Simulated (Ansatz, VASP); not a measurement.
**ZnSe (Stilleite): VASP beside Ansatz**

Wanted: the spread between two codes on one cell, functional and k mesh. The cell is taken from a series of runs on this material, whose earlier steps may have relaxed, scaled, displaced or heated it; both programs get it as it stands.

Program: Ansatz 0.2.0. Level of theory: plane waves, with VASP 6.6.1 beside it; zone-centre phonons at PBE. Results are calculated unless marked as measured.

## 1. Set-up

It takes space group F-43m (No. 216, cubic). Conventional cell: a = 5.845 Å, b = 5.845 Å, c = 5.845 Å, α = 90.00°, β = 90.00°, γ = 90.00°. Nearest to Zn lie 4 Se at 2.53 Å. Se has 4 Zn at 2.53 Å nearest. Farther neighbours and most contacts between anions are not listed.

## 2. Ansatz: zone-centre phonons, PBE

Ansatz runs on its PAW soft_1 files.

Second derivatives magnify differences that forces hide, and they need a tight electronic threshold.

File input.yaml:

```yaml
crystal:
  lattice:
    - [0.0, 2.9225310182, 2.9225310182]
    - [2.9225310182, 0.0, 2.9225310182]
    - [2.9225310182, 2.9225310182, 0.0]
  atoms:
    - { symbol: Zn, position: [0.0, 0.0, 0.0] }
    - { symbol: Se, position: [0.75, 0.75, 0.75] }
kpoints:
  mp_grid: { grid: [12, 12, 12] }
hamiltonian:
  xc: pbe
  pseudopotentials: { kind: paw, azcp: { folder: soft_1 } }
scf:
  occupations: { method: fixed }
output:
  eigenvalues: true
phonons:
  method: dfpt
  dielectric: true
  rigid_motions: translations
```

Command:

```bash
> ansatz run input.yaml --threads 4 --pin off --max-ram 10240MiB --backend cpu --events-out ev --progress --plain --runs-dir out
```

Numbers of over 12 decimals in the logs are rounded to 6 here.

What it wrote:

```text
Engine: ansatz 0.2.0, x86_64-unknown-linux-gnu
Pseudopotentials: kind: paw
Pseudopotential: Zn, paw, valence charge 12, recommended cutoff 420 eV (normal), soft_1/Zn.paw.azcp
Pseudopotential: Se, paw, valence charge 16, recommended cutoff 420 eV (normal), soft_1/Se.paw.azcp
Functional definition: PBE
  parameter kappa = 0.804
  parameter beta = 0.066725
  exchange = pbe_x(kappa = kappa, mu = beta*pi^2/3)
  correlation = pbe_c(beta = beta)
Crystal: 2 atoms, lattice volume = 49.924 Å³
Basis set: ecut = 420 eV, 941 PW (Γ), exchange–correlation on 60×60×60 points (8 copies of the dense FFT grid, shifted against one another)
Bands: 18, of which v1, the nominal top of the filled ones, is band 14 counted from 1 (13 counted from 0)
Symmetry: 24 space group operations
k-points: 280 of 1728 (irreducible under 4 space group operations, time reversal used)
Non-local potential: Zn, projectors of the file, l = 0: 2, l = 1: 2, l = 2: 3, l = 3: 1
Non-local potential: Se, projectors of the file, l = 0: 2, l = 1: 2, l = 2: 3, l = 3: 1
PAW form: soft (Blöchl's): semilocal exchange-correlation on the pseudo side does not see the compensation charge
PAW one-centre angular grid: Zn, 590 points (default); XC on 64 Gauss nodes
PAW one-centre angular grid: Se, 590 points (default); XC on 64 Gauss nodes
Initial density: superposition of atomic densities (chi_scale 0.1, normalization cell, long waves kept (reshape's long-wave potential 0.00 eV rms))
Initial wavefunctions: pseudopotential atomic-orbital guess
Functional: x = pbe(κ = 0.804, μ = 0.219515), c = pbe(β = 0.066725)
SCF iter   1: F=—  HF=-8789.880338 eV  |F-HF|=—  |Δ(HF+E_count)|=         —  Δρ=6.03e-2  dr2=1.13e0  ethr=3.10e-3  ⟨swp⟩=4.4  Hψ=24407  notcnv=0  defer=469
preconditioner: auto → none  [insulator: Δε(μ)=0.729 eV  Ē_g=12.378 eV  n_scr=14 (ndim 8)  ℏωp=22.3 eV  f_vac=0.094  ε∞_Penn≈4.2]
SCF iter   2: F=—  HF=-8789.620010 eV  |F-HF|=—  |Δ(HF+E_count)|=   2.60e-1  Δρ=2.44e-2  dr2=2.13e-1  ethr=3.10e-3  ⟨swp⟩=3.0  Hψ=11139  notcnv=0  defer=535
SCF iter   3: F=—  HF=-8789.526924 eV  |F-HF|=—  |Δ(HF+E_count)|=   9.31e-2  Δρ=1.16e-2  dr2=3.59e-2  ethr=7.60e-4  ⟨swp⟩=2.0  Hψ=10127  notcnv=0  defer=538
SCF iter   4: F=—  HF=-8789.521623 eV  |F-HF|=—  |Δ(HF+E_count)|=   5.30e-3  Δρ=2.75e-3  dr2=2.27e-3  ethr=1.28e-4  ⟨swp⟩=2.0  Hψ=10104  notcnv=0  defer=536
SCF iter   5: F=—  HF=-8789.521740 eV  |F-HF|=—  |Δ(HF+E_count)|=   1.16e-4  Δρ=1.04e-3  dr2=3.40e-4  ethr=8.11e-6  ⟨swp⟩=2.0  Hψ=8153  notcnv=0  defer=552
SCF iter   6: F=—  HF=-8789.521853 eV  |F-HF|=—  |Δ(HF+E_count)|=   1.14e-4  Δρ=8.54e-5  dr2=2.57e-6  ethr=1.21e-6  ⟨swp⟩=2.2  Hψ=8163  notcnv=0  defer=552
SCF iter   7: F=—  HF=-8789.521853 eV  |F-HF|=—  |Δ(HF+E_count)|=   5.04e-8  Δρ=3.41e-5  dr2=4.52e-7  ethr=9.17e-9  ⟨swp⟩=2.0  Hψ=8960  notcnv=0
SCF iter   8: F=—  HF=-8789.521853 eV  |F-HF|=—  |Δ(HF+E_count)|=   1.05e-7  Δρ=9.99e-6  dr2=2.66e-8  ethr=1.61e-9  ⟨swp⟩=2.0  Hψ=7280  notcnv=0  defer=12
SCF iter   9: F=—  HF=-8789.521853 eV  |F-HF|=—  |Δ(HF+E_count)|=   3.74e-9  Δρ=1.02e-6  dr2=2.89e-10  ethr=9.52e-11  ⟨swp⟩=2.0  Hψ=6941  notcnv=0  defer=12
SCF iter  10: F=-8789.521853 eV  HF=-8789.521853 eV  |F-HF|=1.82e-12  |Δ(HF+E_count)|=  4.18e-11  Δρ=5.83e-8  dr2=1.11e-12  ethr=1.00e-12  ⟨swp⟩=8.2  Hψ=30636  notcnv=0
SCF 1 converged in 10 iterations: F = -8789.521853 eV  dr2 = 1.11e-12
  greatest PAW one-centre occupation: 1.000 electrons in one spin orbital (limit 2), on the Se atom at site 1 (counted from 0), in its partial waves of l = 2
NSCF: frozen V_eff on 1 k-points
DFPT response loops at Γ: preconditioner auto → none (the input reference at scf.mixing.eps_inf says where Resta's filter doesn't serve); β = 0.50; Broyden in place of MSR1
── the response to a field inside a basis, on 14×14×14 k-points: an SCF that follows is theirs, and a resumed run solves both again ──
Bands: 15, of which v1, the nominal top of the filled ones, is band 14 counted from 1 (13 counted from 0)
k-points: 280
Initial density: handed on by an earlier stage of this run
Initial wavefunctions: pseudopotential atomic-orbital guess (no wavefunctions were taken with the density)
Eigensolver: Dense (280 Hₖ)
SCF iter   1: F=—  HF=-8789.520480 eV  |F-HF|=—  |Δ(HF+E_count)|=         —  Δρ=1.92e-4  dr2=6.57e-6  ethr=1.00e-1
preconditioner: auto → none  [insulator: Δε(μ)=0.995 eV  Ē_g=9.044 eV  n_scr=14 (ndim 8)  ℏωp=22.3 eV  f_vac=0.142  ε∞_Penn≈7.1]
SCF iter   2: F=—  HF=-8789.520479 eV  |F-HF|=—  |Δ(HF+E_count)|=   1.26e-6  Δρ=2.20e-4  dr2=1.03e-5  ethr=2.35e-8
SCF iter   3: F=—  HF=-8789.520484 eV  |F-HF|=—  |Δ(HF+E_count)|=   5.27e-6  Δρ=1.90e-4  dr2=1.05e-5  ethr=2.35e-8
SCF iter   4: F=-8789.520479 eV  HF=-8789.520479 eV  |F-HF|=2.48e-8  |Δ(HF+E_count)|=   5.28e-6  Δρ=1.24e-5  dr2=4.39e-8  ethr=2.35e-8
SCF 1 converged in 4 iterations: F = -8789.520479 eV  dr2 = 4.39e-8
DFPT response loops at Γ: mixed as the last ones told, above
WARN: field response: ε∞ stands inside a basis, on 14×14×14 points; the force constants stand on the 12×12×12 k-mesh, whose period is 11.37 times the interband length at k = (0.0000, 0.0000, 0.0000), direct gap 0.929 eV, under 14: take them and everything formed from them as unconverged, and compare with a denser kpoints.mp_grid
SCF converged after 10 iterations
Free energy (F): -8789.521853 eV
Harris-Foulkes:  -8789.521853 eV  (|F-HF|=1.82e-12)
Internal energy: -8789.521853 eV  (E = F + TS)
E sigma→0 (E₀):  -8789.521853 eV
Fermi energy:    5.358572 eV
--- Per-component energies (eV) ---
  E_band       = -414.731867
  E_kinetic    = 255.845723
  E_local      = -4977.548288  (includes V_loc(G=0)·N_el)
  E_nonlocal   = 466.716801
  E_hartree    = 2294.757048
  E_xc         = -162.377681
  E_vxc        = -139.833414  (∫ρ·V_xc dr)
  E_paw        = -4028.582596  (= ΣΔE_a)
  E_vpaw       = -609.426201  (= ΣTr[D̂ρ^β])
  E_aug_tail   = -0.000609  (compensation charges beyond the density's cutoff)
  E_ewald      = -2638.332249
  E_smearing   = -0.000000  (= −TS)
  E_closure    = 0.000000  (closes the sum)
  Σ components = -8789.521853   (vs F -8789.521853, Δ=0.00e0)
--- Band table (eV; the first three rows and the last of 280) ---
  k-point 0: bands = [... 10 lower, -0.6014, 5.3586, 5.3586, 5.3586, 6.2878, 11.1814, 11.1814, 11.1814]
  k-point 1: bands = [... 10 lower, -0.6019, 4.6222, 5.2990, 5.2990, 6.9193, 11.0900, 11.2885, 11.2885]
  k-point 2: bands = [... 10 lower, -0.6026, 3.5610, 5.1457, 5.1457, 7.5894, 11.1307, 11.5387, 11.5387]
  k-point 279: bands = [... 10 lower, -0.3679, 1.1037, 2.9590, 3.1016, 10.4716, 10.8383, 12.1137, 13.0734]
--- Phonons (Γ-DFPT): 2 representative perturbations + reference, on 280 of 1728 k-points (Σ response iterations 6) ---
  k mesh reduced under 4 symmetry operations, with k and −k counted as one. Each operation leaves every solved perturbation unchanged. A smaller set is not considered because the run solves the response to a homogeneous field
  ASR residual: 3.493e-5 → 0.000e0 eV/Å²; symmetrization residual: 4.357e-6 eV/Å²
  ASR residual per site (eV/Å²): 6.65e-6 3.49e-5
  Γ frequencies (cm⁻¹): 0.00 0.00 0.00 175.16 175.16 175.16
  ε∞ (high-frequency dielectric tensor):
        7.614432     0.000000     0.000000
        0.000000     7.614432     0.000000
        0.000000     0.000000     7.614432
  ε⁰ (static dielectric tensor: ions relaxed, cell fixed):
       11.923552     0.000000     0.000000
        0.000000    11.923552    -0.000000
        0.000000    -0.000000    11.923552
  ε⁰ − ε∞ (ionic part):
        4.309120    -0.000000     0.000000
       -0.000000     4.309120    -0.000000
        0.000000    -0.000000     4.309120
  softest optical mode at Γ: 175.16 cm⁻¹; the repairs (sum rule, projections) moved no ω² at Γ by more than (0.48 cm⁻¹)²
  Born effective charges Z* (e; rows j = field, columns β = displacement):
    site 0:
         2.19038    0.00000    0.00000
        -0.00000    2.19038   -0.00000
         0.00000   -0.00000    2.19038
    site 1:
        -2.19038   -0.00000   -0.00000
         0.00000   -2.19038    0.00000
        -0.00000    0.00000   -2.19038
  Z* charge neutrality: 6.876e-4 e pre-enforcement
  solved inside a basis spanned on kpoints, on 14×14×14 k-points transformed towards the longest dipole: ε∞ is read to err by 2.1e-2, Z* by 1.7e-2 e (field_mesh: kpoints solves on kpoints); Z* is corrected for what the basis lacks
  optical modes at Γ without the LO–TO term, one row a degenerate level:
      ω (cm⁻¹)  modes    IR ((D/Å)²/amu)
        175.16      3             9.2839
  optical modes at Γ + LO–TO along q̂ = [1.0000, 0.0000, 0.0000]:
      ω (cm⁻¹)  modes    IR ((D/Å)²/amu)
        175.16      2             6.1893
        219.19      1             3.0946
  optical modes at Γ + LO–TO along q̂ = [0.0000, 1.0000, 0.0000]:
      ω (cm⁻¹)  modes    IR ((D/Å)²/amu)
        175.16      2             6.1893
        219.19      1             3.0946
  optical modes at Γ + LO–TO along q̂ = [0.0000, 0.0000, 1.0000]:
      ω (cm⁻¹)  modes    IR ((D/Å)²/amu)
        175.16      2             6.1893
        219.19      1             3.0946
```

In the SCF lines HF is the Harris–Foulkes energy and dr2 the Hartree energy of the density residual, in eV; the loop may stop once dr2 is under the threshold and the program's other checks hold. Hψ counts applications of the Hamiltonian.

(Continued in part 2 of 2.)

[Lines on the potential files, build, host, timing and source positions are cut from VASP's logs without a mark.]

[Logs are printed without paths, hosts, clocks, repeated set-up lines and the standing remarks that a program may print on its own settings, such as how far it seeks lower states.]

[Hosts, paths, dates, database ids (printed as entryN), source tags and the programs' standing remarks are cut or masked in the printed files.]
